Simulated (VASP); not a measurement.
# Nb3Sn: convergence with the SCF threshold and number of MPI ranks

Aim: find what the SCF threshold and number of MPI ranks change for Nb3Sn, and what they cost. The series runs use LDA. The SCF threshold tried: EDIFF = 0.01; EDIFF = 0.001; EDIFF = 1E-04; EDIFF = 1E-05; EDIFF = 1E-06; EDIFF = 1E-08. The number of MPI ranks tried: 1 ranks; 2 ranks; 4 ranks; 8 ranks. The start is a cell from a database of measured crystal structures.

Method: LDA; plane waves and PAW (Nb_sv, Sn_d), in VASP 6.6.1.

### Step 1. The starting structure

Symmetry: Pm-3n, No. 223, cubic system. Conventional cell: a = 5.282 Å, b = 5.282 Å, c = 5.282 Å, α = 90.00°, β = 90.00°, γ = 90.00°. Nearest to Nb lie 2 Nb at 2.64 Å and 4 Sn at 2.95 Å. Sn has 12 Nb at 2.95 Å nearest. Farther neighbours are not listed.

Coordinates:

```
Nb Sn
1.0
     5.28210    0.00000    0.00000
     0.00000    5.28210    0.00000
     0.00000    0.00000    5.28210
Nb Sn
6 2
Direct
  0.25000 0.00000 0.50000
  0.50000 0.75000 0.00000
  0.75000 0.00000 0.50000
  0.50000 0.25000 0.00000
  0.00000 0.50000 0.75000
  0.00000 0.50000 0.25000
  0.00000 0.00000 0.00000
  0.50000 0.50000 0.50000
```

### Step 2. SCF threshold: EDIFF = 0.01

EDIFF stops the electronic loop; forces need it tighter than energies do. LDA, the lowest rung, knows the local density alone.

Input file INCAR:

```
SYSTEM = Nb3Sn
PREC = Accurate
ENCUT = 400
EDIFF = 0.01
NELM = 100
ISMEAR = -1
SIGMA = 0.05
LREAL = .FALSE.
ALGO = Normal
GGA = CA
NBANDS = 65
LASPH = .TRUE.
LORBIT = 11
LWAVE = .FALSE.
LCHARG = .FALSE.
KPAR = 8
ISIF = 2
```

Input file POSCAR:

```
Nb3Sn
1.0
    5.2821000000      0.0000000000      0.0000000000
    0.0000000000      5.2821000000      0.0000000000
    0.0000000000      0.0000000000      5.2821000000
Nb Sn
6 2
Direct
    0.2500000000      0.0000000000      0.5000000000
    0.5000000000      0.7500000000      0.0000000000
    0.7500000000      0.0000000000      0.5000000000
    0.5000000000      0.2500000000      0.0000000000
    0.0000000000      0.5000000000      0.7500000000
    0.0000000000      0.5000000000      0.2500000000
    0.0000000000      0.0000000000      0.0000000000
    0.5000000000      0.5000000000      0.5000000000
```

Input file KPOINTS:

```
Automatic mesh
0
Gamma
5 5 5
0 0 0
```

PAW data sets: Nb_sv and Sn_d (PBE family, release 64).

Command:

```bash
$ mpirun -np 8 vasp_std
```

Output:

```text
[banner, memory and clock lines left out]
running    8 mpi-ranks, on    1 nodes
 distrk:  each k-point on    1 cores,    8 groups
 distr:  one band on    1 cores,    1 groups

 POSCAR found type information on POSCAR NbSn
 POSCAR found :  2 types and       8 ions
|                                                                             |
|           W    W    AA    RRRRR   N    N  II  N    N   GGGG   !!!           |
|           W    W   A  A   R    R  NN   N  II  NN   N  G    G  !!!           |
|           W    W  A    A  R    R  N N  N  II  N N  N  G       !!!           |
|           W WW W  AAAAAA  RRRRR   N  N N  II  N  N N  G  GGG   !            |
|           WW  WW  A    A  R   R   N   NN  II  N   NN  G    G                |
|           W    W  A    A  R    R  N    N  II  N    N   GGGG   !!!           |
|                                                                             |
|     For optimal performance we recommend to set                             |
|       NCORE = 2 up to number-of-cores-per-socket                            |
|     NCORE specifies how many cores store one orbital (NPAR=cpu/NCORE).      |
|     This setting can greatly improve the performance of VASP for DFT.       |
|     The default, NCORE=1 might be grossly inefficient on modern             |
|     multi-core architectures or massively parallel machines. Do your        |
|     Unfortunately you need to use the default for GW and RPA                |
|     calculations (for HF NCORE is supported but not extensively tested      |
|     yet).                                                                   |
|                                                                             |

|                                                                             |
|               ----> ADVICE to this user running VASP <----                  |
|                                                                             |
|     You enforced a specific xc type in the INCAR file but a different       |
|     [... a line on the potential file left out ...]
|     I HOPE YOU KNOW WHAT YOU ARE DOING!                                     |
|                                                                             |

 LDA part: xc-table for (Slater(with rela. corr.)+CA(PZ))
 , standard interpolation
 POSCAR, INCAR and KPOINTS ok, starting setup
 FFT: planning ... GRIDC
 FFT: planning ... GRID_SOFT
 FFT: planning ... GRID
 WAVECAR not read
 entering main loop
       N       E                     dE             d eps       ncg     rms          rms(c)
DAV:   1     0.152632331652E+04    0.15263E+04   -0.44472E+04  1388   0.185E+03
DAV:   2     0.149509445789E+03   -0.13768E+04   -0.13400E+04  1308   0.684E+02
DAV:   3    -0.562883760349E+02   -0.20580E+03   -0.19721E+03  1743   0.225E+02
DAV:   4    -0.804147534551E+02   -0.24126E+02   -0.23539E+02  1944   0.688E+01
DAV:   5    -0.822662724638E+02   -0.18515E+01   -0.18337E+01  2344   0.170E+01    0.195E+01
DAV:   6    -0.788757212695E+02    0.33906E+01   -0.94307E+00  1760   0.148E+01    0.613E+00
DAV:   7    -0.785211812500E+02    0.35454E+00   -0.20961E+00  2016   0.656E+00    0.253E+00
DAV:   8    -0.785029367892E+02    0.18244E-01   -0.20394E-01  1920   0.221E+00    0.883E-01
DAV:   9    -0.785018449405E+02    0.10918E-02   -0.31132E-02  1320   0.999E-01
   1 F= -.78501845E+02 E0= -.78444875E+02  d E =-.113940E+00
```

Wall time 10 s (8 MPI ranks of Intel Xeon Platinum 8488C (Sapphire Rapids), shared host); peak memory 1.6 GiB.

Lines that name or quote the potential files are left out of all logs, and their timing lines are given in words.

Parts of OUTCAR (step 2):

```text
ion  position               nearest neighbor table
   1  0.250  0.000  0.500-   3 2.64   3 2.64   8 2.95   7 2.95   8 2.95   7 2.95
   2  0.500  0.750  0.000-   4 2.64   4 2.64   8 2.95   8 2.95   7 2.95   7 2.95
   3  0.750  0.000  0.500-   1 2.64   1 2.64   8 2.95   7 2.95   8 2.95   7 2.95
   4  0.500  0.250  0.000-   2 2.64   2 2.64   8 2.95   8 2.95   7 2.95   7 2.95
   5  0.000  0.500  0.750-   6 2.64   6 2.64   8 2.95   7 2.95   7 2.95   8 2.95
   6  0.000  0.500  0.250-   5 2.64   5 2.64   8 2.95   7 2.95   7 2.95   8 2.95
   7  0.000  0.000  0.000-   1 2.95   2 2.95   3 2.95   4 2.95   5 2.95   6 2.95   1 2.95   3 2.95
                             5 2.95   6 2.95   2 2.95   4 2.95
   8  0.500  0.500  0.500-   1 2.95   2 2.95   3 2.95   4 2.95   5 2.95   6 2.95   2 2.95   4 2.95
                             1 2.95   3 2.95   5 2.95   6 2.95

  LATTYP: Found a simple cubic cell.
 ALAT       =     5.2821000000

 Subroutine GETGRP returns: Found 48 space group operations
 (whereof 24 operations were pure point group operations)

The static configuration has the point symmetry T_h .
 The point group associated with its full space group is O_h .

 Found     10 irreducible k-points:

   k-points           NKPTS =     10   k-points in BZ     NKDIM =     10   number of bands    NBANDS=     65

   dimension x,y,z NGX =    36 NGY =   36 NGZ =   36
   dimension x,y,z NGXF=    72 NGYF=   72 NGZF=   72

   ENCUT  =  400.0 eV  29.40 Ry    5.42 a.u.   8.61  8.61  8.61*2*pi/ulx,y,z

   NELECT =     106.0000    total number of electrons

 k-points in reciprocal lattice and weights: Automatic mesh
   0.00000000  0.00000000  0.00000000       0.008
   0.20000000  0.00000000  0.00000000       0.048
   0.40000000  0.00000000  0.00000000       0.048
   0.20000000  0.20000000  0.00000000       0.096
   0.40000000  0.20000000  0.00000000       0.192
   0.40000000  0.40000000  0.00000000       0.096
   0.20000000  0.20000000  0.20000000       0.064
   0.40000000  0.20000000  0.20000000       0.192
   0.40000000  0.40000000  0.20000000       0.192
   0.40000000  0.40000000  0.40000000       0.064

 average (electrostatic) potential at core
       1 -76.5811       2 -76.5811       3 -76.5811       4 -76.5811       5 -76.5811
       6 -76.5811       7 -94.6712       8 -94.6712

 E-fermi :  11.1558

 k-point     1 :       0.0000    0.0000    0.0000
  band No.  band energies     occupation
    ...
     50      10.6423      1.99993
     51      10.6423      1.99993
     52      10.6423      1.99993
     53      11.1092      1.43508
     54      11.1092      1.43505
     55      13.5331      0.00000
     56      13.5342      0.00000
     57      13.5362      0.00000
     58      13.5851      0.00000
     59      14.7042      0.00000
    ...

 k-point     2 :       0.2000    0.0000    0.0000
  band No.  band energies     occupation
    ...
     50      10.6119      1.99996
     51      10.6946      1.99980
     52      10.6946      1.99980
     53      11.1747      0.81314
     54      11.1887      0.68238
     55      13.1335      0.00000
     56      13.4049      0.00000
     57      13.4064      0.00000
     58      14.0588      0.00000
     59      14.2419      0.00000
    ...

 k-point     3 :       0.4000    0.0000    0.0000
  band No.  band energies     occupation
    ...
     50      10.3696      2.00000
     51      10.3696      2.00000
     52      10.4679      2.00000
     53      10.7776      1.99896
     54      11.0687      1.70205
     55      12.3637      0.00000
     56      13.3253      0.00000
     57      13.3263      0.00000
     58      13.4550      0.00000
     59      13.8973      0.00000
    ...

  Total       -4.6715841     -4.6715841     -4.6715841     -0.0000000      0.0000000      0.0000000
  in kB      -50.7872736    -50.7872736    -50.7872736     -0.0000000      0.0000000      0.0000000
  external PRESSURE =     -50.7872736 kB  Pullay stress =       0.0000000 kB

  energy-cutoff  :      400.00
  volume of cell :      147.37
      direct lattice vectors                 reciprocal lattice vectors
     5.282100000  0.000000000  0.000000000     0.189318642  0.000000000  0.000000000
     0.000000000  5.282100000  0.000000000     0.000000000  0.189318642  0.000000000
     0.000000000  0.000000000  5.282100000     0.000000000  0.000000000  0.189318642

 POSITION                                       TOTAL-FORCE (eV/Angst)
 -----------------------------------------------------------------------------------
      1.32052      0.00000      2.64105        -0.000000     -0.000000     -0.000000
      2.64105      3.96157      0.00000        -0.000000      0.000000      0.000000
      3.96157      0.00000      2.64105         0.000000      0.000000      0.000000
      2.64105      1.32052      0.00000        -0.000000     -0.000000     -0.000000
      0.00000      2.64105      3.96157         0.000000      0.000000     -0.000000
      0.00000      2.64105      1.32052         0.000000      0.000000     -0.000000
      0.00000      0.00000      0.00000        -0.000000     -0.000000     -0.000000
      2.64105      2.64105      2.64105        -0.000000     -0.000000     -0.000000
 -----------------------------------------------------------------------------------
    total drift:                                0.000000      0.000000     -0.000000

  FREE ENERGIE OF THE ION-ELECTRON SYSTEM (eV)
  ---------------------------------------------------
  free  energy   TOTEN  =       -78.5018449405 eV

  energy  without entropy=      -78.3879053620  energy(sigma->0) =      -78.44487515

 total charge
# of ion       s       p       d       tot
------------------------------------------
    1        2.183   5.994   2.548  10.725
    2        2.183   5.994   2.548  10.725
    3        2.183   5.994   2.548  10.725
    4        2.183   5.994   2.548  10.725
    5        2.183   5.994   2.548  10.725
    6        2.183   5.994   2.548  10.725
    7        1.089   1.460  10.062  12.611
    8        1.089   1.460  10.062  12.611
--------------------------------------------------
tot         15.274  38.885  35.414  89.573

[... 3 further parts left out ...]
```

The k-mesh is coarse for a metal. The PAW data sets were made with PBE, though LDA sets exist; this is a small mismatch. The electron count would fill whole bands, but the bands touch or overlap. That can be a semimetal, a small gap that the functional closes or, with several bands partly filled, an ordinary metal.

Numbers from this step:

```
SCF cycles                             : 9
electrons                              : 106
bands                                  : 65
irreducible k-points                   : 10
symmetry operations                    : 48
free energy (TOTEN)                    : -78.5018 eV
energy at zero smearing                : -78.4449 eV
Fermi energy                           : 11.16 eV
pressure                               : -5.079 GPa
metallic, judged on the points sampled : yes
```

The series starts at -9.8056 eV an atom and -5.08 GPa, after 9 cycles in 10 s.

### Step 3. SCF threshold: EDIFF = 0.001

INCAR: that of step 2 with these lines changed.

```diff
@@ -3,3 +3,3 @@
 ENCUT = 400
-EDIFF = 0.01
+EDIFF = 0.001
 NELM = 100
```

POSCAR is that of step 2.

KPOINTS is that of step 2.

Command:

```bash
$ mpirun -np 8 vasp_std
```

Output:

```text
[banner, memory and clock lines left out]
running    8 mpi-ranks, on    1 nodes
[...]
[... a notice as in an earlier step ...]

 [... a notice as in an earlier step ...]

 LDA part: xc-table for (Slater(with rela. corr.)+CA(PZ))
 , standard interpolation
 POSCAR, INCAR and KPOINTS ok, starting setup
[...]
entering main loop
       N       E                     dE             d eps       ncg     rms          rms(c)
[... 7 cycles as in an earlier step ...]
DAV:   8    -0.785030202644E+02    0.18161E-01   -0.20478E-01  2056   0.221E+00    0.885E-01
DAV:   9    -0.785021491292E+02    0.87114E-03   -0.32312E-02  1808   0.952E-01    0.337E-01
DAV:  10    -0.785021887457E+02   -0.39617E-04   -0.59366E-03  1696   0.400E-01
   1 F= -.78502189E+02 E0= -.78445227E+02  d E =-.113924E+00
```

Run time: 12 s. Hardware: 8 MPI ranks; peak memory 1.7 GiB.

Parts of OUTCAR (step 3):

```text
  Total       -5.9753721     -5.9753721     -5.9753721      0.0000000      0.0000000      0.0000000
  in kB      -64.9614459    -64.9614459    -64.9614459      0.0000000      0.0000000      0.0000000
  external PRESSURE =     -64.9614459 kB  Pullay stress =       0.0000000 kB

 POSITION                                       TOTAL-FORCE (eV/Angst)
 -----------------------------------------------------------------------------------
      1.32052      0.00000      2.64105         0.000000      0.000000      0.000000
      2.64105      3.96157      0.00000         0.000000      0.000000     -0.000000
      3.96157      0.00000      2.64105        -0.000000     -0.000000     -0.000000
      2.64105      1.32052      0.00000        -0.000000     -0.000000      0.000000
      0.00000      2.64105      3.96157         0.000000     -0.000000      0.000000
      0.00000      2.64105      1.32052        -0.000000      0.000000     -0.000000
      0.00000      0.00000      0.00000         0.000000      0.000000     -0.000000
      2.64105      2.64105      2.64105         0.000000      0.000000     -0.000000
 -----------------------------------------------------------------------------------
    total drift:                                0.000000      0.000000     -0.000000

  FREE ENERGIE OF THE ION-ELECTRON SYSTEM (eV)
  ---------------------------------------------------
  free  energy   TOTEN  =       -78.5021887457 eV

  energy  without entropy=      -78.3882643199  energy(sigma->0) =      -78.44522653

[... 2 parts as in an earlier step ...]

[... 1 further part left out ...]
[key lines of the parts left out:]
E-fermi :  11.1615
```

Against the run before the energy moves by -0.04 meV an atom and the pressure by -1.42 GPa, after 10 cycles in 12 s.

### Step 4. SCF threshold: EDIFF = 1E-04

INCAR: that of step 3 with these lines changed.

```diff
@@ -3,3 +3,3 @@
 ENCUT = 400
-EDIFF = 0.001
+EDIFF = 1E-04
 NELM = 100
```

POSCAR is that of step 3.

KPOINTS is that of step 3.

Command:

```bash
$ mpirun -np 8 vasp_std
```

Output:

```text
[... set-up lines as in an earlier step ...]
 entering main loop
       N       E                     dE             d eps       ncg     rms          rms(c)
[... 8 cycles as in an earlier step ...]
DAV:   9    -0.785021515018E+02    0.86876E-03   -0.32336E-02  1848   0.952E-01    0.336E-01
DAV:  10    -0.785022071643E+02   -0.55662E-04   -0.60344E-03  1944   0.395E-01    0.463E-02
DAV:  11    -0.785021969353E+02    0.10229E-04   -0.43537E-04  1448   0.121E-01
   1 F= -.78502197E+02 E0= -.78445215E+02  d E =-.113964E+00
```

Wall time 12 s (8 MPI ranks); peak memory 1.7 GiB; 72 s of CPU time.

OUTCAR, selected parts (step 4):

```text
  Total       -5.5695564     -5.5695564     -5.5695564     -0.0000000     -0.0000000     -0.0000000
  in kB      -60.5496079    -60.5496079    -60.5496079     -0.0000000     -0.0000000     -0.0000000
  external PRESSURE =     -60.5496079 kB  Pullay stress =       0.0000000 kB

 POSITION                                       TOTAL-FORCE (eV/Angst)
 -----------------------------------------------------------------------------------
      1.32052      0.00000      2.64105         0.000000     -0.000000      0.000000
      2.64105      3.96157      0.00000         0.000000     -0.000000     -0.000000
      3.96157      0.00000      2.64105        -0.000000     -0.000000     -0.000000
      2.64105      1.32052      0.00000        -0.000000      0.000000      0.000000
      0.00000      2.64105      3.96157         0.000000      0.000000     -0.000000
      0.00000      2.64105      1.32052         0.000000     -0.000000      0.000000
      0.00000      0.00000      0.00000         0.000000      0.000000      0.000000
      2.64105      2.64105      2.64105         0.000000      0.000000      0.000000
 -----------------------------------------------------------------------------------
    total drift:                                0.000000      0.000000     -0.000000

  FREE ENERGIE OF THE ION-ELECTRON SYSTEM (eV)
  ---------------------------------------------------
  free  energy   TOTEN  =       -78.5021969353 eV

  energy  without entropy=      -78.3882330189  energy(sigma->0) =      -78.44521498

[... 2 parts as in an earlier step ...]

[... 1 further part left out ...]
[key lines of the parts left out:]
E-fermi :  11.1594
```

Against the run before the energy stays within 0.01 meV an atom; the pressure moves by +0.44 GPa, after 11 cycles in 12 s.

### Step 5. SCF threshold: EDIFF = 1E-05

INCAR: that of step 4 with these lines changed.

```diff
@@ -3,3 +3,3 @@
 ENCUT = 400
-EDIFF = 1E-04
+EDIFF = 1E-05
 NELM = 100
```

POSCAR is that of step 4.

KPOINTS is that of step 4.

Command:

```bash
$ mpirun -np 8 vasp_std
```

Output:

```text
[... set-up lines as in an earlier step ...]
 entering main loop
       N       E                     dE             d eps       ncg     rms          rms(c)
[... 9 cycles as in an earlier step ...]
DAV:  10    -0.785022076972E+02   -0.56195E-04   -0.60397E-03  1984   0.395E-01    0.464E-02
DAV:  11    -0.785022012287E+02    0.64685E-05   -0.47430E-04  1840   0.120E-01    0.267E-02
DAV:  12    -0.785021972703E+02    0.39584E-05   -0.36604E-05  1448   0.317E-02
   1 F= -.78502197E+02 E0= -.78445215E+02  d E =-.113964E+00
```

Elapsed: 13 s, on 8 MPI ranks; peak memory 1.7 GiB; 76 s of CPU time.

OUTCAR, selected parts (step 5):

```text
  Total       -5.5505596     -5.5505596     -5.5505596     -0.0000000      0.0000000     -0.0000000
  in kB      -60.3430835    -60.3430835    -60.3430835     -0.0000000      0.0000000     -0.0000000
  external PRESSURE =     -60.3430835 kB  Pullay stress =       0.0000000 kB

 POSITION                                       TOTAL-FORCE (eV/Angst)
 -----------------------------------------------------------------------------------
      1.32052      0.00000      2.64105         0.000000      0.000000      0.000000
      2.64105      3.96157      0.00000         0.000000      0.000000      0.000000
      3.96157      0.00000      2.64105        -0.000000     -0.000000     -0.000000
      2.64105      1.32052      0.00000         0.000000      0.000000     -0.000000
      0.00000      2.64105      3.96157         0.000000     -0.000000     -0.000000
      0.00000      2.64105      1.32052        -0.000000     -0.000000     -0.000000
      0.00000      0.00000      0.00000         0.000000      0.000000     -0.000000
      2.64105      2.64105      2.64105         0.000000      0.000000     -0.000000
 -----------------------------------------------------------------------------------
    total drift:                                0.000000      0.000000     -0.000000

  FREE ENERGIE OF THE ION-ELECTRON SYSTEM (eV)
  ---------------------------------------------------
  free  energy   TOTEN  =       -78.5021972703 eV

  energy  without entropy=      -78.3882337068  energy(sigma->0) =      -78.44521549

[... 2 parts as in an earlier step ...]

[... 1 further part left out ...]
[key lines of the parts left out:]
E-fermi :  11.1599
```

Against the run before the energy stays within 0.01 meV an atom; the pressure moves by +0.02 GPa, after 12 cycles in 13 s.

[end of part 1 of 2]

[Lines on the potential files, build, host, timing and source positions are cut from VASP's logs without a mark.]

[Logs are printed without paths, hosts, clocks, repeated set-up lines and the standing remarks that a program may print on its own settings, such as how far it seeks lower states.]

[Hosts, paths, dates, database ids (printed as entryN), source tags and the programs' standing remarks are cut or masked in the printed files.]

[A measured line is paired with the nearest computed mode of its activity, which favours agreement.]

[In band tables of VASP the shares of atoms and orbitals are scaled to a sum of 1 inside the atoms' spheres.]
